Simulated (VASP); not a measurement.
Output of a VASP run:

OSZICAR:
```
       N       E                     dE             d eps       ncg     rms          rms(c)
DAV:   1     0.516115810072E+02    0.51612E+02   -0.82457E+03  1152   0.122E+03
DAV:   2    -0.368152543334E+02   -0.88427E+02   -0.81554E+02  1656   0.233E+02
DAV:   3    -0.409383802643E+02   -0.41231E+01   -0.40840E+01  1440   0.511E+01
DAV:   4    -0.409921087514E+02   -0.53728E-01   -0.53658E-01  1440   0.679E+00
DAV:   5    -0.409932345588E+02   -0.11258E-02   -0.11255E-02  1464   0.968E-01    0.904E+00
DAV:   6    -0.391660138249E+02    0.18272E+01   -0.17851E+00  1348   0.923E+00    0.525E+00
DAV:   7    -0.385767597217E+02    0.58925E+00   -0.20030E+00  1372   0.988E+00    0.130E+00
DAV:   8    -0.385826080813E+02   -0.58484E-02   -0.63415E-02  1292   0.179E+00    0.120E-01
DAV:   9    -0.385823966537E+02    0.21143E-03   -0.14430E-03  1460   0.311E-01    0.683E-02
DAV:  10    -0.385826457358E+02   -0.24908E-03   -0.42797E-04  1352   0.159E-01    0.432E-02
DAV:  11    -0.385826450278E+02    0.70800E-06   -0.78826E-06  1516   0.237E-02    0.305E-03
DAV:  12    -0.385826462475E+02   -0.12197E-05   -0.75676E-07  1412   0.718E-03    0.304E-03
DAV:  13    -0.385826463980E+02   -0.15049E-06   -0.41309E-07  1376   0.476E-03    0.424E-04
DAV:  14    -0.385826463729E+02    0.25101E-07   -0.64401E-09   996   0.650E-04
   1 F= -.38582646E+02 E0= -.38582646E+02  d E =0.000000E+00
```

**OUTCAR**
```
------------------------ aborting loop because EDIFF is reached ----------------------------------------
  FORCE on cell =-STRESS in cart. coord.  units (eV):
  Direction    XX          YY          ZZ          XY          YZ          ZX
  --------------------------------------------------------------------------------------
  Total       -0.0602379     -0.0602379      0.0011502      0.0000000      0.0000000     -0.0000000
  in kB       -2.5572089     -2.5572077      0.0488269      0.0000000      0.0000000     -0.0000000
  external PRESSURE =      -1.6885299 kB  Pullay stress =       0.0000000 kB
  volume of cell :       37.74
      direct lattice vectors                 reciprocal lattice vectors
     1.230716619 -2.131663220  0.000000000     0.406267367 -0.234558628  0.000000000
     1.230716619  2.131663220  0.000000000     0.406267367  0.234558628  0.000000000
     0.000000000  0.000000000  7.192960562     0.000000000  0.000000000  0.139024813
 POSITION                                       TOTAL-FORCE (eV/Angst)
 -----------------------------------------------------------------------------------
      0.00000      0.00000      1.79824         0.000000     -0.000000     -0.000000
      0.00000      0.00000      5.39472        -0.000000      0.000000     -0.000000
      1.23072      0.71056      1.79824         0.000000     -0.000000      0.000000
      1.23072     -0.71056      5.39472        -0.000000      0.000000     -0.000000
 -----------------------------------------------------------------------------------
    total drift:                               -0.000000     -0.000000      0.000000
  FREE ENERGIE OF THE ION-ELECTRON SYSTEM (eV)
  ---------------------------------------------------
  free  energy   TOTEN  =       -38.5826463729 eV

  energy  without entropy=      -38.5826463729  energy(sigma->0) =      -38.58264637

 total charge

# of ion       s       p       d       tot
------------------------------------------
    1        0.860   1.786   0.000   2.646
    2        0.860   1.786   0.000   2.646
    3        0.859   1.788   0.000   2.647
    4        0.859   1.788   0.000   2.647
--------------------------------------------------
tot          3.438   7.147   0.000  10.586
```
(Selected blocks of OUTCAR.)

POSCAR:
```
C
1
    1.2307166190    -2.1316632198     0.0000000000
    1.2307166190     2.1316632198     0.0000000000
    0.0000000000     0.0000000000     7.1929605618
C
4
Direct
  0.0000000000   0.0000000000   0.2500000000
  0.0000000000   0.0000000000   0.7500000000
  0.3333330000   0.6666670000   0.2500000000
  0.6666670000   0.3333330000   0.7500000000
```

Task: Write an INCAR and KPOINTS that could have produced this output.

Result: One answer among several that fit: the input of the run itself, PBEsol GGA, plane waves, VASP's PBE PAW potentials (set 64).

### KPOINTS
```
Regular mesh
0
G
11 11 4
```

### INCAR
```
SYSTEM = C
PREC = Accurate; ENCUT = 520; LREAL = .FALSE.
LASPH = .TRUE.
EDIFF = 1E-7; NELM = 100; ALGO = Normal
ISMEAR = -5
GGA = PS
ISIF = 2
LWAVE = .FALSE.; LCHARG = .TRUE.; LORBIT = 11
NEDOS = 601
```

POTCAR, in this order: C (PBE.64 set). Program: vasp_std.

Without a dispersion term in the relaxation, distances and binding between the weakly bound layers, chains or molecules are unreliable, and so is what depends on them.

The compound is C in the graphite structure. It was relaxed first, which changed the volume by +7 %.
